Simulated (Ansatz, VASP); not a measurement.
**Cu (Cu strained to the junction's net) in two plane-wave programs**

Wanted: the spread between two codes on one cell, functional and k mesh. The structure shown is the end of the Ansatz relaxation below.

Calculated with Ansatz 0.2.0; plane waves, with VASP 6.6.1 beside it; single point at PBE.

## Step 1: Starting point

Symmetry: R-3m, No. 166, trigonal system. Conventional cell: a = 2.524 Å, b = 2.524 Å, c = 6.360 Å, α = 90.00°, β = 90.00°, γ = 120.00°. Cu has 12 Cu at 2.52 to 2.57 Å nearest.

As a file:

```cif
data_structure
_symmetry_space_group_name_H-M 'P 1'
_symmetry_Int_Tables_number 1
_cell_length_a 2.5240
_cell_length_b 2.5240
_cell_length_c 6.3599
_cell_angle_alpha 90.000
_cell_angle_beta 90.000
_cell_angle_gamma 120.000
_cell_volume 35.09
loop_
_atom_site_label
_atom_site_type_symbol
_atom_site_fract_x
_atom_site_fract_y
_atom_site_fract_z
_atom_site_occupancy
Cu1 Cu 0.00000 0.00000 0.00000 1
Cu2 Cu 0.33333 0.66667 0.33333 1
Cu3 Cu 0.66667 0.33333 0.66667 1
```

## Step 2: Ansatz: relaxation, PBE

Ansatz runs on its default PAW (the set named soft_2) files.

This run makes the geometry at which the two programs are then compared.

input.yaml reads:

```yaml
crystal:
  lattice:
    - [2.524, 0.0, 0.0]
    - [-1.262, 2.1858481192, 0.0]
    - [0.0, 0.0, 6.360727056]
  atoms:
    - { symbol: Cu, position: [0.0, 0.0, 0.0] }
    - { symbol: Cu, position: [0.3333333333, 0.6666666667, 0.3333333333] }
    - { symbol: Cu, position: [0.6666666667, 0.3333333333, 0.6666666667] }
kpoints:
  mp_grid: { grid: [18, 18, 5] }
scf:
  occupations: { method: fermi_dirac, width: 0.1 }
  max_iter: 150
hamiltonian:
  xc: pbe
relax:
  f_tol: 0.01
  max_steps: 40
  cell: { fix: [a, b, angles] }
```

Command:

```bash
ansatz run input.yaml --threads 4 --pin off --max-ram 12288MiB --backend cpu --events-out ev --progress --plain --runs-dir out
```

Numbers of over 12 decimals in the logs are rounded to 6 here.

The log of the run:

```text
Engine: ansatz 0.2.0, x86_64-unknown-linux-gnu
Pseudopotentials: kind: paw
Pseudopotential: Cu, paw, valence charge 19, recommended cutoff 420 eV (normal), Cu.paw.azcp
Functional definition: PBE
  parameter kappa = 0.804
  parameter beta = 0.066725
  exchange = pbe_x(kappa = kappa, mu = beta*pi^2/3)
  correlation = pbe_c(beta = beta)
Crystal: 3 atoms, lattice volume = 35.093 Å³
Basis set: ecut = 420 eV, 699 PW (Γ), exchange–correlation on 36×36×90 points (8 copies of the dense FFT grid, shifted against one another)
Bands: 35, of which v1, the nominal top of the filled ones, is band 29 counted from 1 (28 counted from 0)
Symmetry: 36 space group operations
Space group: R-3m (ITA 166), of the structure as read, at distance tolerance 3.3e-5 Å
k-points: 165 of 1620
Non-local potential: Cu, projectors of the file, l = 0: 3, l = 1: 2, l = 2: 3, l = 3: 1
PAW form: soft (Blöchl's): semilocal exchange-correlation on the pseudo side does not see the compensation charge
PAW one-centre angular grid: Cu, 590 points (default); XC on 64 Gauss nodes
Initial density: superposition of atomic densities (neutral atoms: chi_scale 0, normalization atom), corrected by the library's trained network
Initial wavefunctions: pseudopotential atomic-orbital guess
Functional: x = pbe(κ = 0.804, μ = 0.219515), c = pbe(β = 0.066725)
SCF iter   1: F=—  HF=-19875.518540 eV  |F-HF|=—  |Δ(HF+E_count)|=         —  Δρ=8.55e-4  dr2=8.85e-5  ethr=1.77e-3  ⟨swp⟩=5.1  Hψ=18868  notcnv=0  defer=63
preconditioner: auto → Kerker (q_TF=auto, 2.958 Å⁻¹)  [metal: Δε(μ)=0.004 eV  Ē_g=11.403 eV  σ=0.100 eV  W_gap=0.01  n_scr=10 (ndim 8)  ℏωp=36.0 eV  f_vac=0.000  D(μ)=0.93/eV (n_scr^D=4)]
SCF iter   2: F=—  HF=-19875.518997 eV  |F-HF|=—  |Δ(HF+E_count)|=   4.57e-4  Δρ=4.94e-4  dr2=3.47e-5  ethr=1.55e-7  ⟨swp⟩=3.0  Hψ=14645  notcnv=0  defer=64
SCF iter   3: F=—  HF=-19875.519046 eV  |F-HF|=—  |Δ(HF+E_count)|=   4.96e-5  Δρ=1.37e-4  dr2=2.50e-6  ethr=6.08e-8  ⟨swp⟩=2.0  Hψ=8288  notcnv=0  defer=64
SCF iter   4: F=—  HF=-19875.519046 eV  |F-HF|=—  |Δ(HF+E_count)|=   3.31e-7  Δρ=6.84e-5  dr2=1.15e-6  ethr=4.38e-9  ⟨swp⟩=2.1  Hψ=10270  notcnv=0  defer=64
SCF iter   5: F=—  HF=-19875.519046 eV  |F-HF|=—  |Δ(HF+E_count)|=   3.90e-8  Δρ=3.07e-5  dr2=2.52e-7  ethr=2.01e-9  ⟨swp⟩=1.0  Hψ=5588  notcnv=0  defer=64
SCF iter   6: F=-19875.519046 eV  HF=-19875.519046 eV  |F-HF|=1.87e-8  |Δ(HF+E_count)|=   5.66e-9  Δρ=7.87e-6  dr2=1.90e-8  ethr=1.75e-10  ⟨swp⟩=3.9  Hψ=17455  notcnv=0
SCF 1 converged in 6 iterations: F = -19875.519046 eV  dr2 = 1.90e-8
  greatest PAW one-centre occupation: 1.000 electrons in one spin orbital (limit 2), on the Cu atom at site 2 (counted from 0), in its partial waves of l = 0
relax step   1: F+E_penalty+E_count = -19875.51904598 eV  Δ(F+E_penalty+E_count) = +0.000e0 eV  max|allowed force component| = 2.598e-27 eV/Å  Δτ_max = 0.0000 Å  P = +3.440 GPa  Ω = 35.093 Å³  fix = [a, b, alpha, beta, gamma]  reactions: a +5.198, b +5.198 GPa  (6 SCF iters, dr2 threshold 1.00e-7 eV, accepted)
[...]
relax step   2: F+E_penalty+E_count = -19875.51905115 eV  Δ(F+E_penalty+E_count) = -5.171e-6 eV  max|allowed force component| = 3.314e-28 eV/Å  Δτ_max = 0.0000 Å  P = +3.458 GPa  Ω = 35.088 Å³  energy of the carried Pulay correction = +3.460e-6 eV  fix = [a, b, alpha, beta, gamma]  reactions: a +5.210, b +5.210 GPa  (6 SCF iters, dr2 threshold 1.46e-8 eV, accepted)
[...]
relax step   3: F+E_penalty+E_count = -19875.51904703 eV  Δ(F+E_penalty+E_count) = +4.116e-6 eV  max|allowed force component| = 2.499e-29 eV/Å  Δτ_max = 0.0000 Å  P = +3.459 GPa  Ω = 35.088 Å³  fix = [a, b, alpha, beta, gamma]  reactions: a +5.210, b +5.210 GPa  stress off target by 4.40e-2 GPa on what of the cell is left free  SCF on the basis re-selected at this cell (its energy is not comparable with the rows above)  (7 SCF iters)
basis re-selected at this cell: Δ(F+E_penalty+E_count) = +4.116e-6 eV, ΔP = +0.000 GPa vs the last step (what re-selecting the basis moved, of the pressure what is left beyond the Pulay correction that the steps carried, after the strain that the cell walked since its last selection, with what the two solves' SCF thresholds leave and, on support functions, any second-order correction that the steps lacked; it is no m [...]
SCF converged after 7 iterations
Free energy (F): -19875.519047 eV
Harris-Foulkes:  -19875.519047 eV  (|F-HF|=3.64e-12)
Internal energy: -19875.488462 eV  (E = F + TS)
E sigma→0 (E₀):  -19875.503754 eV
Entropy (-TS):   -0.030586 eV (-10.195 meV/atom)
Fermi energy:    16.999409 eV
--- Per-component energies (eV) ---
  E_band       = -1067.626155
  E_kinetic    = 900.268147
  E_local      = -12099.210611  (includes V_loc(G=0)·N_el)
  E_nonlocal   = 1168.843766
  E_hartree    = 5331.960751
  E_xc         = -269.060309
  E_vxc        = -347.247115  (∫ρ·V_xc dr)
  E_paw        = -4987.938269  (= ΣΔE_a)
  E_vpaw       = -1354.202658  (= ΣTr[D̂ρ^β])
  E_aug_tail   = 0.000812  (compensation charges beyond the density's cutoff)
  E_ewald      = -9920.352750
  E_smearing   = -0.030586  (= −TS)
  E_closure    = -0.000000  (closes the sum)
  Σ components = -19875.519047   (vs F -19875.519047, Δ=0.00e0)
--- Forces (eV/Å), atoms counted from 1 ---
  atom   1  Cu     0.00000000     0.00000000    -0.00000000
  atom   2  Cu    -0.00000000     0.00000000     0.00000000
  atom   3  Cu    -0.00000000    -0.00000000    -0.00000000
  max |Σ_I F_I| component: 2.60e-29 eV/Å
--- Stress (GPa, compression-positive) ---
        5.209821      -0.000000      -0.000000
        0.000000       5.209821      -0.000000
       -0.000000       0.000000      -0.044002
  P = ⅓ Tr σ = 3.4585 GPa (34.585 kbar)
--- Relaxed structure (2 steps of the walk, 2 accepted, 1 SCFs on fresh bases) ---
  F+E_penalty+E_count = -19875.51904703 eV   max|allowed force component| = 2.499e-29 eV/Å   (the final SCF, on the basis selected at the relaxed cell)
  cell:  # Å, volume = 35.0882 Å³
    - [2.524000, 0, 0]
    - [-1.262000, 2.185848, 0]
    - [0, 0, 6.359914]
  atoms:
    - { symbol: Cu, position: [0, 0, 0] }
    - { symbol: Cu, position: [0.333333, 0.666667, 0.333333] }
    - { symbol: Cu, position: [0.666667, 0.333333, 0.666667] }
```

Reading the cycles: dr2 is the Hartree energy of the density residual (eV), the measure of convergence; HF is the Harris–Foulkes estimate of the energy, which meets the free energy F at convergence.

## Step 3: VASP: single point, PBE

The same cell, functional, mesh and smearing now go to VASP, with its own data sets.

Lines of VASP's logs that name or quote its potential files are left out, and so is its time.

INCAR reads:

```
SYSTEM = Cu
PREC = Accurate
ENCUT = 600
EDIFF = 1E-06
NELM = 120
ISMEAR = -1
SIGMA = 0.1
LREAL = .FALSE.
ALGO = Normal
GGA = PE
NBANDS = 22
LASPH = .TRUE.
LORBIT = 11
LWAVE = .FALSE.
LCHARG = .FALSE.
ISIF = 2
GGA_COMPAT = .FALSE.
```

POSCAR reads:

```
Cu
1.0
    2.5240000000      0.0000000000      0.0000000000
   -1.2620000000      2.1858481192      0.0000000000
    0.0000000000      0.0000000000      6.3599137724
Cu
3
Direct
    0.0000000000      0.0000000000      0.0000000000
    0.3333333333      0.6666666667      0.3333333333
    0.6666666667      0.3333333333      0.6666666667
```

KPOINTS reads:

```
Automatic mesh
0
Gamma
18 18 5
0 0 0
```

PAW data sets: Cu (PBE family, release 64).

Command:

```bash
mpirun -np 1 vasp_std
```

The log of the run:

```text
[banner, memory and clock lines left out]
running    1 mpi-ranks, on    1 nodes
 distrk:  each k-point on    1 cores,    1 groups
 distr:  one band on    1 cores,    1 groups

 POSCAR found type information on POSCAR Cu
 POSCAR found :  1 types and       3 ions
 LDA part: xc-table for (Slater+PW92), standard interpolation
 POSCAR, INCAR and KPOINTS ok, starting setup
 FFT: planning ... GRIDC
 FFT: planning ... GRID_SOFT
 FFT: planning ... GRID
 WAVECAR not read
 entering main loop
       N       E                     dE             d eps       ncg     rms          rms(c)
DAV:   1     0.233670180681E+03    0.23367E+03   -0.16527E+04  7716   0.294E+03
DAV:   2     0.156701682145E+01   -0.23210E+03   -0.22240E+03  7260   0.385E+02
DAV:   3    -0.136634273854E+02   -0.15230E+02   -0.14068E+02  8238   0.147E+02
DAV:   4    -0.139013403988E+02   -0.23791E+00   -0.23765E+00  8888   0.232E+01
DAV:   5    -0.139043165680E+02   -0.29762E-02   -0.29761E-02  9666   0.232E+00    0.133E+01
DAV:   6    -0.122472725930E+02    0.16570E+01   -0.23523E+01  7772   0.120E+02    0.665E+00
DAV:   7    -0.112102750265E+02    0.10370E+01   -0.42731E+00  8376   0.492E+01    0.866E-01
DAV:   8    -0.111839174386E+02    0.26358E-01   -0.54948E-02  9800   0.330E+00    0.650E-01
DAV:   9    -0.111764769657E+02    0.74405E-02   -0.17069E-02  8818   0.317E+00    0.214E-02
DAV:  10    -0.111765520990E+02   -0.75133E-04   -0.51483E-04  9034   0.278E-01    0.103E-02
DAV:  11    -0.111765501810E+02    0.19180E-05   -0.13089E-05 10224   0.669E-02    0.112E-03
DAV:  12    -0.111765516095E+02   -0.14285E-05   -0.51127E-07  5544   0.111E-02    0.638E-04
DAV:  13    -0.111765517590E+02   -0.14948E-06   -0.77644E-08  4920   0.354E-03
   1 F= -.11176552E+02 E0= -.11161545E+02  d E =-.300141E-01
```

OUTCAR, selected parts (step 3):

```text
ion  position               nearest neighbor table
   1  0.000  0.000  0.000-   2 2.57   3 2.57   3 2.57   2 2.57   3 2.57   2 2.57
   2  0.333  0.667  0.333-   1 2.57   1 2.57   1 2.57   3 2.57   3 2.57   3 2.57
   3  0.667  0.333  0.667-   1 2.57   1 2.57   1 2.57   2 2.57   2 2.57   2 2.57

  LATTYP: Found a hexagonal cell.
 ALAT       =     2.5240000000
 C/A-ratio  =     2.5197756626

 Subroutine GETGRP returns: Found 12 space group operations
 (whereof 12 operations were pure point group operations)

The static configuration has the point symmetry D_3d.

 Found    165 irreducible k-points:

   k-points           NKPTS =    165   k-points in BZ     NKDIM =    165   number of bands    NBANDS=     22

   dimension x,y,z NGX =    20 NGY =   20 NGZ =   54
   dimension x,y,z NGXF=    40 NGYF=   40 NGZF=  108

   ENCUT  =  600.0 eV  44.10 Ry    6.64 a.u.   5.04  5.04 12.70*2*pi/ulx,y,z

   NELECT =      33.0000    total number of electrons

 k-points in reciprocal lattice and weights: Automatic mesh
   0.00000000  0.00000000  0.00000000       0.001
   0.05555556  0.00000000  0.00000000       0.004
   0.11111111  0.00000000  0.00000000       0.004
   0.16666667  0.00000000  0.00000000       0.004
   0.22222222  0.00000000  0.00000000       0.004
   0.27777778  0.00000000  0.00000000       0.004
   0.33333333  0.00000000  0.00000000       0.004
   0.38888889  0.00000000  0.00000000       0.004
   0.44444444  0.00000000  0.00000000       0.004
[...]
-0.27777778 -0.38888889  0.40000000       0.007
   0.33333333  0.33333333  0.40000000       0.002

 average (electrostatic) potential at core
       1 -63.6042       2 -63.6043       3 -63.6043

 E-fermi :   7.7220

 k-point     1 :       0.0000    0.0000    0.0000
  band No.  band energies     occupation
    ...
     14       5.4880      2.00000
     15       5.7997      2.00000
     16       5.7997      2.00000
     17       5.7997      2.00000
     18       5.7997      2.00000
     19      15.7957      0.00000
     20      15.7957      0.00000
     21      29.9630      0.00000
     22      30.0486      0.00000

 k-point     2 :       0.0556    0.0000    0.0000
  band No.  band energies     occupation
    ...
     14       5.4877      2.00000
     15       5.7124      2.00000
     16       5.8291      2.00000
     17       5.8755      2.00000
     18       5.9787      2.00000
     19      15.8730      0.00000
     20      15.8747      0.00000
     21      27.8612      0.00000
     22      29.1324      0.00000

 k-point     3 :       0.1111    0.0000    0.0000
  band No.  band energies     occupation
    ...
     14       5.4919      2.00000
     15       5.6185      2.00000
     16       5.9376      2.00000
     17       6.0322      2.00000
     18       6.2848      2.00000
     19      16.1028      0.00000
     20      16.1155      0.00000
     21      25.0745      0.00000
     22      27.5198      0.00000

  Total        1.2742159      1.2742159      0.1230870      0.0000000      0.0000000      0.0000000
  in kB       58.1825902     58.1825902      5.6203358      0.0000000      0.0000000      0.0000000
  external PRESSURE =      40.6618387 kB  Pullay stress =       0.0000000 kB

  energy-cutoff  :      600.00
  volume of cell :       35.09
      direct lattice vectors                 reciprocal lattice vectors
     2.524000000  0.000000000  0.000000000     0.396196513  0.228744164  0.000000000
    -1.262000000  2.185848119  0.000000000     0.000000000  0.457488327  0.000000000
     0.000000000  0.000000000  6.359913772     0.000000000  0.000000000  0.157234836

 POSITION                                       TOTAL-FORCE (eV/Angst)
 -----------------------------------------------------------------------------------
      0.00000      0.00000      0.00000         0.000000      0.000000     -0.000000
     -0.00000      1.45723      2.11997        -0.000000      0.000000     -0.000000
      1.26200      0.72862      4.23994        -0.000000     -0.000000      0.000000
 -----------------------------------------------------------------------------------
    total drift:                               -0.000000      0.000000      0.000000

  FREE ENERGIE OF THE ION-ELECTRON SYSTEM (eV)
  ---------------------------------------------------
  free  energy   TOTEN  =       -11.1765517590 eV

  energy  without entropy=      -11.1465376787  energy(sigma->0) =      -11.16154472

 total charge
# of ion       s       p       d       tot
------------------------------------------
    1        0.451   0.389   9.174  10.014
    2        0.451   0.389   9.174  10.014
    3        0.451   0.389   9.174  10.014
--------------------------------------------------
tot          1.354   1.168  27.521  30.042

[... 3 further parts left out ...]
```

This run has no spin polarisation. Its electron count is odd, so without a moment it is a metal by construction.

## Step 4: Side by side

Known differences besides the potentials themselves: the data sets hold 57 valence electrons in Ansatz (on its default PAW (the set named soft_2) files) and 33 in VASP; the cutoff is 420 eV in Ansatz and 600 eV in VASP; Ansatz's pressure holds a Pulay correction, VASP's none. Total energies have different zeros and are not compared.

Compared:

| quantity | Ansatz | VASP | difference |
| --- | --- | --- | --- |
| pressure (GPa) | 3.46 | 4.07 | -0.61 |

## Step 5: Outcome

```
difference in pressure (single point, PBE) : -0.61 GPa
```

**Reading.** The difference in pressure is -0.61 GPa (single point, PBE), within the 1 GPa picked in this series as the mark of a large difference. The data sets hold unlike numbers of valence electrons (57 in Ansatz and 33 in VASP), so part of the differences comes from the potentials. 1 further run of this series is not shown here. Such differences can come from data sets, numerical settings and the points named under the comparisons, not from the functional's error against experiment.

[Lines on the potential files, build, host, timing and source positions are cut from VASP's logs without a mark.]

[Logs are printed without paths, hosts, clocks, repeated set-up lines and the standing remarks that a program may print on its own settings, such as how far it seeks lower states.]

[Hosts, paths, dates, database ids (printed as entryN), source tags and the programs' standing remarks are cut or masked in the printed files.]
